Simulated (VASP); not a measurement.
# A VASP study of B2SbN (optB86b-vdW): structure first, properties next, part 3 of 6

Aim: relax B2SbN, then compute properties on the relaxed cell. The cell is invented: it takes the structure of COD entry 9008833, BAs (space group 216 there), with some of its atoms replaced by other elements, volume scaled by an estimate. It may not be a known or stable phase. Left out of this account: 1 further run (relaxation: it shows nothing beyond the runs told).

VASP 6.6.1, plane waves and PAW; the level of theory is named at each step.

So far. Step 3 (Relaxing cell and atoms (optB86b-vdW)): It ends with a largest force of 0.001 eV/Å and a pressure of 0.01 GPa. Step 4 (Single point with fields (optB86b-vdW)): In this run the pressure is 0.00 GPa, small enough to go on.

### 5. Band structure (optB86b-vdW)

Level of this step: optB86b-vdW; plane waves and PAW (Sb, N, B); invented cell (VASP).

Levels along the symmetry lines show where the bands peak and cross; KPOINTS_OPT computes them in the converged potential.

INCAR

```
SYSTEM = B2SbN
PREC = Accurate
ENCUT = 520
EDIFF = 1E-06
NELM = 100
ISMEAR = 0
SIGMA = 0.05
LREAL = .FALSE.
ALGO = Normal
GGA = MK
AGGAC = 0
LUSE_VDW = .TRUE.
PARAM1 = 0.1234
PARAM2 = 1
LASPH = .TRUE.
NBANDS = 22
LORBIT = 11
LWAVE = .FALSE.
LCHARG = .FALSE.
KPAR = 2
```

POSCAR

```
B2SbN
1.0
    3.1505294572      0.0000000000      0.0000000000
    0.0000000000      3.1505294572      0.0000000000
    0.0000000000      0.0000000000      4.6345937426
Sb N B
1 1 2
Direct
    0.5000000000      0.5000000000      0.0000000000
    0.0000000000      0.0000000000      0.5000000000
    0.0000000000      0.5000000000      0.3269467459
    0.5000000000      0.0000000000      0.6730532541
```

KPOINTS

```
Automatic mesh
0
Gamma
7 7 5
0 0 0
```

KPOINTS_OPT

```
Line mode
16
Line-mode
Reciprocal
  0.00000000   0.00000000   0.00000000 GAMMA
  0.00000000   0.50000000   0.00000000 X

  0.00000000   0.50000000   0.00000000 X
  0.50000000   0.50000000   0.00000000 M

  0.50000000   0.50000000   0.00000000 M
  0.00000000   0.00000000   0.00000000 GAMMA

  0.00000000   0.00000000   0.00000000 GAMMA
  0.00000000   0.00000000   0.50000000 Z

  0.00000000   0.00000000   0.50000000 Z
  0.00000000   0.50000000   0.50000000 R

  0.00000000   0.50000000   0.50000000 R
  0.50000000   0.50000000   0.50000000 A

  0.50000000   0.50000000   0.50000000 A
  0.00000000   0.00000000   0.50000000 Z

  0.00000000   0.50000000   0.00000000 X
  0.00000000   0.50000000   0.50000000 R

  0.50000000   0.50000000   0.00000000 M
  0.50000000   0.50000000   0.50000000 A
```

Potentials, in the order of the species: Sb, N and B (PBE family, release 64).

On the command line:

```
mpirun -np 2 vasp_std
```

What it wrote:

```text
[... set-up lines as in an earlier step ...]
 entering main loop
       N       E                     dE             d eps       ncg     rms          rms(c)
DAV:   1     0.512495283071E+02    0.51250E+02   -0.62329E+03  1320   0.639E+02
DAV:   2    -0.163836245676E+02   -0.67633E+02   -0.62455E+02  1754   0.144E+02
DAV:   3    -0.197090372926E+02   -0.33254E+01   -0.32699E+01  1638   0.297E+01
DAV:   4    -0.197284094927E+02   -0.19372E-01   -0.19368E-01  1458   0.262E+00
DAV:   5    -0.197285481942E+02   -0.13870E-03   -0.13870E-03  1636   0.224E-01    0.755E+00
DAV:   6    -0.188331856784E+02    0.89536E+00   -0.46751E-01  1548   0.683E+00    0.423E+00
DAV:   7    -0.187270521179E+02    0.10613E+00   -0.26562E-01  1476   0.303E+00    0.191E+00
DAV:   8    -0.187094948666E+02    0.17557E-01   -0.41526E-02  1520   0.106E+00    0.643E-01
DAV:   9    -0.187105338047E+02   -0.10389E-02   -0.36057E-03  1592   0.356E-01    0.173E-01
DAV:  10    -0.187105730664E+02   -0.39262E-04   -0.37711E-04  1478   0.130E-01    0.546E-02
DAV:  11    -0.187106027904E+02   -0.29724E-04   -0.63071E-05  1524   0.540E-02    0.201E-02
DAV:  12    -0.187106049651E+02   -0.21747E-05   -0.10913E-05  1530   0.186E-02    0.480E-03
DAV:  13    -0.187106057206E+02   -0.75557E-06   -0.98043E-07  1250   0.631E-03
   1 F= -.18710606E+02 E0= -.18710222E+02  d E =-.767784E-03
 Start KPOINTS_OPT (optional k-point list driver)
k-point batch [1-30\144]
       N       E                     dE             ncg
DAV:   1     0.267541879427E+04   -0.97850E+04     1320
DAV:   2     0.714414001641E+03   -0.19610E+04     1770
DAV:   3     0.618872293514E+03   -0.95542E+02     1656
DAV:   4     0.618309144372E+03   -0.56315E+00     1464
DAV:   5     0.618305336812E+03   -0.38076E-02     1626
DAV:   6     0.618305288902E+03   -0.47910E-04     1508
DAV:   7     0.618305288205E+03   -0.69622E-06     1444
[...]
k-point batch [121-144\144]
       N       E                     dE             ncg
DAV:   1     0.529850874890E+04   -0.14667E+05     1056
DAV:   2     0.383392964545E+04   -0.14646E+04     1432
DAV:   3     0.377106450643E+04   -0.62865E+02     1326
DAV:   4     0.377071684975E+04   -0.34766E+00     1128
DAV:   5     0.377071401119E+04   -0.28386E-02     1230
DAV:   6     0.377071397222E+04   -0.38972E-04     1140
DAV:   7     0.377071397162E+04   -0.59913E-06     1048
```

Run time: 40 s. Hardware: 2 MPI ranks of Intel Xeon Platinum 8375C at 2.90GHz (Ice Lake), shared host; peak memory 0.66 GiB.

From OUTCAR (step 5):

```text
   k-points           NKPTS =     30   k-points in BZ     NKDIM =     30   number of bands    NBANDS=     22

   NELECT =      16.0000    total number of electrons

 E-fermi :   9.1523

 k-point     1 :       0.0000    0.0000    0.0000
  band No.  band energies     occupation
    ...
      3      -0.4428      2.00000
      4       2.5538      2.00000
      5       2.5538      2.00000
      6       7.5770      2.00000
      7       8.0976      2.00000
      8       9.5175      0.00000
      9       9.5175      0.00000
     10      10.5613      0.00000
     11      12.7449      0.00000
     12      12.7449      0.00000
    ...

Total vdW correction in eV:      2.1526718

  Total        0.0133927      0.0133927     -0.0245267      0.0000000     -0.0000000      0.0000000
  in kB        0.4664459      0.4664459     -0.8542230      0.0000000     -0.0000000      0.0000000
  external PRESSURE =       0.0262229 kB  Pullay stress =       0.0000000 kB

 POSITION                                       TOTAL-FORCE (eV/Angst)
 -----------------------------------------------------------------------------------
      1.57526      1.57526      0.00000         0.000000      0.000000      0.000000
      0.00000      0.00000      2.31730        -0.000000      0.000000      0.000000
      0.00000      1.57526      1.51527        -0.000000      0.000000      0.001111
      1.57526      0.00000      3.11933        -0.000000      0.000000     -0.001111
 -----------------------------------------------------------------------------------
    total drift:                               -0.000000     -0.000000      0.000000

  FREE ENERGIE OF THE ION-ELECTRON SYSTEM (eV)
  ---------------------------------------------------
  free  energy   TOTEN  =       -18.7106057206 eV

  energy  without entropy=      -18.7098379364  energy(sigma->0) =      -18.71022183

Total vdW correction in eV:      2.1526597

[... 8 parts as in an earlier step ...]

[... 8 further parts left out ...]
```

Spin-orbit coupling is off here; with elements this heavy it splits and shifts levels by tenths of an eV or more.

This step gave:

- SCF cycles: 13
- bands: 22
- pressure: 0.002622 GPa

The electronic bands at the labelled points (eV, zero at the Fermi level; # counts the bands kept, so #1 is VASP's band 3):

| point | #3 | #4 | #5 | #6 | #7 | #8 | #9 | #10 |
| --- | --- | --- | --- | --- | --- | --- | --- | --- |
| Γ | -6.60 | -1.58 | -1.05 | 0.37 | 0.37 | 1.41 | 3.59 | 3.59 |
| 0.53 of the way | -6.19 | -3.79 | -3.49 | 0.04 | 0.46 | 2.96 | 3.58 | 4.51 |
| X | -6.25 | -5.82 | -5.80 | -0.37 | 1.58 | 3.21 | 3.29 | 6.21 |
| 0.53 of the way | -6.59 | -5.69 | -5.38 | -3.43 | 1.46 | 2.17 | 3.41 | 3.89 |
| M | -6.17 | -5.37 | -5.37 | -3.61 | 0.47 | 0.99 | 1.36 | 1.36 |
| 0.53 of the way | -7.46 | -3.60 | -3.42 | -2.69 | 1.47 | 2.09 | 4.17 | 4.43 |
| Γ | -6.60 | -1.58 | -1.05 | 0.37 | 0.37 | 1.41 | 3.59 | 3.59 |
| 0.53 of the way | -6.48 | -3.21 | -0.41 | -0.41 | -0.24 | 1.43 | 3.88 | 4.62 |
| Z | -6.38 | -4.65 | -0.89 | -0.89 | 0.08 | 1.30 | 4.67 | 5.39 |
| 0.53 of the way | -6.07 | -4.42 | -2.95 | -0.38 | 1.18 | 2.95 | 3.65 | 4.74 |
| R | -5.79 | -3.41 | -2.89 | -0.05 | -0.01 | 3.17 | 3.57 | 5.32 |
| 0.47 of the way | -7.32 | -4.21 | -4.06 | -3.04 | 1.49 | 3.15 | 4.02 | 5.09 |
| A | -6.59 | -6.59 | -6.57 | -6.17 | 3.50 | 3.69 | 3.69 | 5.20 |
| 0.47 of the way | -6.22 | -5.39 | -3.66 | -2.24 | 1.66 | 2.90 | 4.46 | 4.72 |
| Z | -6.38 | -4.65 | -0.89 | -0.89 | 0.08 | 1.30 | 4.67 | 5.39 |
| jump to X | -6.25 | -5.82 | -5.80 | -0.37 | 1.58 | 3.21 | 3.29 | 6.21 |
| 0.47 of the way | -5.80 | -4.91 | -4.23 | -0.22 | 1.04 | 3.08 | 3.40 | 5.87 |
| R | -5.79 | -3.41 | -2.89 | -0.05 | -0.01 | 3.17 | 3.57 | 5.32 |
| jump to M | -6.17 | -5.37 | -5.37 | -3.61 | 0.47 | 0.99 | 1.36 | 1.36 |
| 0.47 of the way | -6.35 | -5.92 | -5.92 | -4.91 | 1.81 | 2.32 | 2.32 | 2.52 |
| A | -6.59 | -6.59 | -6.57 | -6.17 | 3.50 | 3.69 | 3.69 | 5.20 |

Of the projections kept (Sb, N, B), the largest for each band there; the rest of the weight can lie on other orbitals:

| point | #3 | #4 | #5 | #6 | #7 | #8 | #9 | #10 |
| --- | --- | --- | --- | --- | --- | --- | --- | --- |
| Γ | N 0.63 | N 0.62 | B 0.52 | B 0.47 | B 0.47 | B 0.89 | B 0.54 | B 0.54 |
| X | N 0.55 | B 0.52 | N 0.71 | B 0.65 | B 0.75 | B 0.41 | N 0.43 | B 0.62 |
| M | N 0.69 | Sb 0.38 | Sb 0.38 | Sb 0.55 | Sb 0.58 | Sb 0.40 | B 0.54 | B 0.54 |
| Γ | N 0.63 | N 0.62 | B 0.52 | B 0.47 | B 0.47 | B 0.89 | B 0.54 | B 0.54 |
| Z | N 0.67 | N 0.62 | B 0.52 | B 0.52 | B 0.73 | B 0.81 | Sb 0.65 | B 0.47 |
| R | N 0.71 | N 0.58 | B 0.35 | B 0.57 | B 0.67 | B 0.76 | B 0.70 | B 0.41 |

There is no gap at this level.

### 6. Density of states (optB86b-vdW)

Here the states are counted by energy and projected on the atoms. The mesh is finer than in the run before.

Changes to INCAR since step 5:

```diff
@@ -5,3 +5,3 @@
 NELM = 100
-ISMEAR = 0
+ISMEAR = -5
 SIGMA = 0.05
@@ -20 +20,2 @@
 KPAR = 2
+NEDOS = 2001
```

POSCAR is that of step 5.

KPOINTS

```
Automatic mesh
0
Gamma
10 10 7
0 0 0
```

On the command line:

```
mpirun -np 2 vasp_std
```

What it wrote:

```text
[... set-up lines as in an earlier step ...]
 entering main loop
       N       E                     dE             d eps       ncg     rms          rms(c)
DAV:   1     0.515627727109E+02    0.51563E+02   -0.63380E+03  3696   0.642E+02
DAV:   2    -0.163920928717E+02   -0.67955E+02   -0.62369E+02  4952   0.142E+02
DAV:   3    -0.197137280466E+02   -0.33216E+01   -0.32689E+01  4610   0.296E+01
DAV:   4    -0.197324915325E+02   -0.18763E-01   -0.18705E-01  4074   0.259E+00
DAV:   5    -0.197326264595E+02   -0.13493E-03   -0.13478E-03  4498   0.219E-01    0.756E+00
DAV:   6    -0.188350634982E+02    0.89756E+00   -0.46442E-01  4420   0.683E+00    0.424E+00
DAV:   7    -0.187288602034E+02    0.10620E+00   -0.26326E-01  4086   0.305E+00    0.191E+00
DAV:   8    -0.187122439227E+02    0.16616E-01   -0.41613E-02  4282   0.106E+00    0.655E-01
DAV:   9    -0.187132964543E+02   -0.10525E-02   -0.36908E-03  4324   0.358E-01    0.163E-01
DAV:  10    -0.187132412559E+02    0.55198E-04   -0.37379E-04  4112   0.125E-01    0.592E-02
DAV:  11    -0.187131991127E+02    0.42143E-04   -0.71457E-05  4260   0.557E-02    0.206E-02
DAV:  12    -0.187131921414E+02    0.69714E-05   -0.10129E-05  4310   0.182E-02    0.524E-03
DAV:  13    -0.187131951807E+02   -0.30393E-05   -0.13528E-06  3684   0.736E-03    0.354E-03
DAV:  14    -0.187131948444E+02    0.33631E-06   -0.75043E-08  1962   0.157E-03
   1 F= -.18713195E+02 E0= -.18713195E+02  d E =0.000000E+00
 -----------------------------------------------------------------------------
|                                                                             |
|           W    W    AA    RRRRR   N    N  II  N    N   GGGG   !!!           |
|           W    W   A  A   R    R  NN   N  II  NN   N  G    G  !!!           |
|           W    W  A    A  R    R  N N  N  II  N N  N  G       !!!           |
|           W WW W  AAAAAA  RRRRR   N  N N  II  N  N N  G  GGG   !            |
|           WW  WW  A    A  R   R   N   NN  II  N   NN  G    G                |
|           W    W  A    A  R    R  N    N  II  N    N   GGGG   !!!           |
|                                                                             |
|     Tetrahedron method does not include variations of the Fermi             |
|     occupations, so forces and stress will be inaccurate. We suggest        |
|     using a different smearing scheme ISMEAR = 1 or 2 for metals in         |
|     relaxations.                                                            |
|                                                                             |
 -----------------------------------------------------------------------------
```

The job ended after 45 s (2 MPI ranks; peak memory 0.71 GiB).

Parts of OUTCAR (step 6):

```text
   k-points           NKPTS =     84   k-points in BZ     NKDIM =     84   number of bands    NBANDS=     22

   NELECT =      16.0000    total number of electrons

 E-fermi :   9.1313

 k-point     1 :       0.0000    0.0000    0.0000
  band No.  band energies     occupation
    ...
      4       2.5544      2.00000
      5       2.5544      2.00000
      6       7.5778      2.00000
      7       8.0973      2.00000
      8       9.5170      0.66784
      9       9.5170     -0.03813
     10      10.5602      0.00000
     11      12.7443      0.00000
     12      12.7443      0.00000
     13      13.1303      0.00000
    ...

Total vdW correction in eV:      2.1521202

  Total        0.0071561      0.0071561     -0.0368011      0.0000000      0.0000000      0.0000000
  in kB        0.2492351      0.2492351     -1.2817184      0.0000000      0.0000000      0.0000000
  external PRESSURE =      -0.2610827 kB  Pullay stress =       0.0000000 kB

 POSITION                                       TOTAL-FORCE (eV/Angst)
 -----------------------------------------------------------------------------------
      1.57526      1.57526      0.00000        -0.000000      0.000000      0.000000
      0.00000      0.00000      2.31730        -0.000000      0.000000      0.000000
      0.00000      1.57526      1.51527        -0.000000      0.000000      0.023347
      1.57526      0.00000      3.11933         0.000000      0.000000     -0.023347
 -----------------------------------------------------------------------------------
    total drift:                               -0.000000     -0.000000     -0.000000

  FREE ENERGIE OF THE ION-ELECTRON SYSTEM (eV)
  ---------------------------------------------------
  free  energy   TOTEN  =       -18.7131948444 eV

  energy  without entropy=      -18.7131948444  energy(sigma->0) =      -18.71319484

Total vdW correction in eV:      2.1521243

[... 6 parts as in an earlier step ...]

[... 10 further parts left out ...]
```

With tetrahedra the forces and stress of a metal are not exact derivatives of the energy.

This step gave:

| Item | Value |
| --- | --- |
| SCF cycles | 14 |
| irreducible k-points | 84 |
| Fermi energy | 9.131 eV |
| pressure | -0.02611 GPa |
| DOS at the Fermi level | 0.1253 states/eV/cell |

The density of states has structure finer than the step of the table below, so its rows give means over 0.5 eV, whole bins alone (the curve runs from -12.0 to 6.66 eV). Peaks (eV: height): total -9.16: 2.50, 2.90: 4.02, 3.57: 3.75, 5.07: 2.91; B p 2.90: 0.627, 3.57: 0.834, 5.31: 0.909, 6.01: 0.662; Sb p -5.50: 0.275, -4.67: 0.279, -3.62: 0.286, -3.00: 0.267; N p -9.16: 0.421, -7.62: 0.479, -6.39: 0.804, 2.90: 0.524; B s -9.16: 0.603, 1.65: 0.305, 2.90: 0.488, 3.57: 0.330.

States under -12.0 eV and over 6.7 eV are left out. Table of density of states by energy, zero at the Fermi level; means over each step; 7 of 8 lines; values in states/eV/cell:

| energy (eV) | total | B p | Sb p | N p | B s | Sb d | N s |
| --- | --- | --- | --- | --- | --- | --- | --- |
| -11.5 | 0.383 | 0.0183 | 0.0120 | 0.0179 | 0.0549 | 6.6e-4 | 0.00440 |
| -11.0 | 0.246 | 0.0119 | 0.00916 | 0.0145 | 0.0382 | 5.1e-4 | 0.00161 |
| -10.5 | 0.252 | 0.0167 | 0.0124 | 0.0293 | 0.0416 | 3.7e-4 | 0.00122 |
| -10.0 | 0.502 | 0.0429 | 0.0310 | 0.0826 | 0.0834 | 7.5e-4 | 0.00562 |
| -9.5 | 1.47 | 0.0908 | 0.109 | 0.266 | 0.324 | 0.00427 | 0.0219 |
| -9.0 | 1.89 | 0.112 | 0.173 | 0.303 | 0.411 | 0.00743 | 0.0337 |
| -8.5 | 1.04 | 0.0892 | 0.0811 | 0.176 | 0.161 | 0.00402 | 0.0205 |
| -8.0 | 0.991 | 0.111 | 0.0529 | 0.215 | 0.117 | 0.00379 | 0.0132 |
| -7.5 | 1.38 | 0.199 | 0.0674 | 0.358 | 0.113 | 0.00640 | 0.0114 |
| -7.0 | 1.58 | 0.262 | 0.0647 | 0.486 | 0.0665 | 0.00682 | 0.00685 |
| -6.5 | 2.09 | 0.378 | 0.0571 | 0.752 | 0.0447 | 0.00677 | 0.00647 |
| -6.0 | 1.27 | 0.223 | 0.0845 | 0.410 | 0.0376 | 0.00457 | 0.00713 |
| -5.5 | 1.32 | 0.241 | 0.227 | 0.206 | 0.0486 | 0.00896 | 0.00686 |
| -5.0 | 1.48 | 0.270 | 0.255 | 0.241 | 0.0600 | 0.0110 | 0.0101 |
| -4.5 | 1.54 | 0.274 | 0.245 | 0.296 | 0.0606 | 0.0112 | 0.0160 |
| -4.0 | 1.19 | 0.229 | 0.218 | 0.216 | 0.0325 | 0.00728 | 0.00766 |
| -3.5 | 1.18 | 0.236 | 0.249 | 0.182 | 0.0227 | 0.00771 | 0.00561 |
| -3.0 | 1.13 | 0.218 | 0.240 | 0.190 | 0.0196 | 0.0100 | 0.00647 |
| -2.5 | 0.821 | 0.162 | 0.180 | 0.113 | 0.0146 | 0.0114 | 0.00513 |
| -2.0 | 0.627 | 0.142 | 0.139 | 0.0630 | 0.00947 | 0.0115 | 0.00361 |
| -1.5 | 0.570 | 0.145 | 0.129 | 0.0384 | 0.00719 | 0.0118 | 0.00279 |
| -1.0 | 0.814 | 0.234 | 0.181 | 0.0399 | 0.00878 | 0.0170 | 0.00492 |
| -0.5 | 0.918 | 0.295 | 0.198 | 0.0316 | 0.0124 | 0.0189 | 0.00830 |
| 0.0 | 0.306 | 0.0869 | 0.0516 | 0.0136 | 0.0136 | 0.00689 | 0.0122 |
| 0.5 | 0.469 | 0.0741 | 0.0224 | 0.0223 | 0.0726 | 0.0153 | 0.0493 |
| 1.0 | 1.14 | 0.156 | 0.0256 | 0.0541 | 0.188 | 0.0515 | 0.102 |
| 1.5 | 1.88 | 0.269 | 0.0533 | 0.109 | 0.270 | 0.108 | 0.118 |
| 2.0 | 1.19 | 0.177 | 0.0427 | 0.0818 | 0.170 | 0.0631 | 0.0442 |
| 2.5 | 1.31 | 0.192 | 0.0669 | 0.128 | 0.162 | 0.0731 | 0.0177 |
| 3.0 | 2.36 | 0.444 | 0.114 | 0.270 | 0.230 | 0.143 | 0.0162 |
| 3.5 | 2.55 | 0.569 | 0.112 | 0.270 | 0.213 | 0.139 | 0.0402 |
| 4.0 | 1.64 | 0.386 | 0.0843 | 0.180 | 0.0862 | 0.110 | 0.0231 |
| 4.5 | 1.62 | 0.423 | 0.107 | 0.164 | 0.0661 | 0.113 | 0.0141 |
| 5.0 | 2.38 | 0.694 | 0.135 | 0.197 | 0.1000 | 0.141 | 0.0110 |
| 5.5 | 2.33 | 0.716 | 0.0916 | 0.226 | 0.0808 | 0.126 | 0.0198 |
| 6.0 | 1.62 | 0.470 | 0.0591 | 0.167 | 0.0667 | 0.0940 | 0.0274 |

The finer mesh and the other smearing move the Fermi level by -0.02 eV from the 7×7×5 run, a small shift, which tests the Fermi level alone. Of the states within 0.3 eV of the Fermi level, the largest shares in the PAW spheres are B p 28 % and Sb p 16 %. The rest lies in smaller channels or between the spheres.

[end of part 3 of 6]

[Lines on the potential files, build, host, timing and source positions are cut from VASP's logs without a mark.]

[Logs are printed without paths, hosts, clocks, repeated set-up lines and the standing remarks that a program may print on its own settings, such as how far it seeks lower states.]

[Hosts, paths, dates, database ids (printed as entryN), source tags and the programs' standing remarks are cut or masked in the printed files.]

[A measured line is paired with the nearest computed mode of its activity, which favours agreement.]
